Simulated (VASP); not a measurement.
Computed with PBE GGA, VASP's PBE PAW potentials (set 64) (plane waves; VASP).

VASP input:

### KPOINTS
```
Automatic mesh
0
Gamma
7 7 7
0 0 0
```

### INCAR
```
LWAVE=.FALSE.
GGA=PE   ! PBE
SIGMA=0.05   ! width (eV)
ISMEAR=0   ! Gaussian
ISIF=2   ! forces and stress, cell fixed
LASPH=.TRUE.   ! aspherical one-centre terms
ENCUT=400
LCHARG=.FALSE.
NELM=100
LREAL=.FALSE.
EDIFF=1E-6   ! SCF stop (eV)
NELECT=19.5
SYSTEM=Al3Sc
PREC=Accurate
ALGO=Normal   ! blocked Davidson
LMAXMIX=4   ! l cut-off of mixed one-centre charges
```

### POSCAR
```
Al3Sc
4.1803850
  0.9898731815   0.0000000000   0.0000000000
  0.0000000000   0.9807687569   0.0000000000
  0.0000000000   0.0000000000   1.0000000000
Sc Al
1 3
Cartesian
  0.0000000000   0.0000000000   0.0000000000
  0.0000000000   0.4903843785   0.5000000000
  0.4949365908   0.0000000000   0.5000000000
  0.5153626239   0.4903843785   0.0000000000
```

POTCAR, in this order: Sc_sv Al (PBE.64 set). Program: vasp_std.

Output

File OSZICAR:
```
       N       E                     dE             d eps       ncg     rms          rms(c)
DAV:   1     0.859057539774E+02    0.85906E+02   -0.68006E+03  1808   0.972E+02
DAV:   2    -0.181011406859E+02   -0.10401E+03   -0.10208E+03  1818   0.326E+02
DAV:   3    -0.237256709931E+02   -0.56245E+01   -0.53861E+01  2742   0.612E+01
DAV:   4    -0.238425652951E+02   -0.11689E+00   -0.11667E+00  2568   0.974E+00
DAV:   5    -0.238456011025E+02   -0.30358E-02   -0.30351E-02  2602   0.146E+00    0.809E+00
DAV:   6    -0.227073588254E+02    0.11382E+01   -0.52384E+00  3018   0.260E+01    0.264E+00
DAV:   7    -0.226646149993E+02    0.42744E-01   -0.85116E-02  1976   0.255E+00    0.147E+00
DAV:   8    -0.226427964797E+02    0.21819E-01   -0.41183E-02  2870   0.168E+00    0.234E-01
DAV:   9    -0.226426319785E+02    0.16450E-03   -0.36319E-03  2466   0.704E-01    0.103E-01
DAV:  10    -0.226425420933E+02    0.89885E-04   -0.42567E-04  3046   0.246E-01    0.555E-02
DAV:  11    -0.226425505863E+02   -0.84930E-05   -0.59084E-05  2778   0.776E-02    0.353E-02
DAV:  12    -0.226425381797E+02    0.12407E-04   -0.79985E-05  3034   0.106E-01    0.478E-03
DAV:  13    -0.226425381055E+02    0.74260E-07   -0.30842E-06  1910   0.186E-02
   1 F= -.22642538E+02 E0= -.22641868E+02  d E =-.134098E-02
```

OUTCAR:
```
------------------------ aborting loop because EDIFF is reached ----------------------------------------
  FORCE on cell =-STRESS in cart. coord.  units (eV):
  Direction    XX          YY          ZZ          XY          YZ          ZX
  --------------------------------------------------------------------------------------
  Total       -5.0555018     -4.5605658     -5.7241043      0.0000000      0.0000000      0.0000000
  in kB     -114.2036092   -103.0230219   -129.3073152      0.0000000      0.0000000      0.0000000
  external PRESSURE =    -115.5113155 kB  Pullay stress =       0.0000000 kB
  volume of cell :       70.92
      direct lattice vectors                 reciprocal lattice vectors
     4.138051000  0.000000000  0.000000000     0.241659661  0.000000000  0.000000000
     0.000000000  4.099991000  0.000000000     0.000000000  0.243902974  0.000000000
     0.000000000  0.000000000  4.180385000     0.000000000  0.000000000  0.239212417
 POSITION                                       TOTAL-FORCE (eV/Angst)
 -----------------------------------------------------------------------------------
      0.00000      0.00000      0.00000         0.362162      0.000000      0.000000
      0.00000      2.05000      2.09019         0.124237      0.000000      0.000000
      2.06903      0.00000      2.09019         0.000920      0.000000      0.000000
      2.15441      2.05000      0.00000        -0.487319      0.000000      0.000000
 -----------------------------------------------------------------------------------
    total drift:                               -0.000254     -0.000000     -0.000000
  FREE ENERGIE OF THE ION-ELECTRON SYSTEM (eV)
  ---------------------------------------------------
  free  energy   TOTEN  =       -22.6425381055 eV

  energy  without entropy=      -22.6411971228  energy(sigma->0) =      -22.64186761
```
(Selected blocks of OUTCAR.)

The cell is charged, with a uniform compensating background.

The compound is Al3Sc in the L1_2 structure. The cell was not relaxed at this level, atoms are displaced from their ideal sites. The run is one of a series of settings (ISMEAR = 0, NELECT = 19.5, SIGMA = 0.05 against the base run), some of them coarse on purpose.
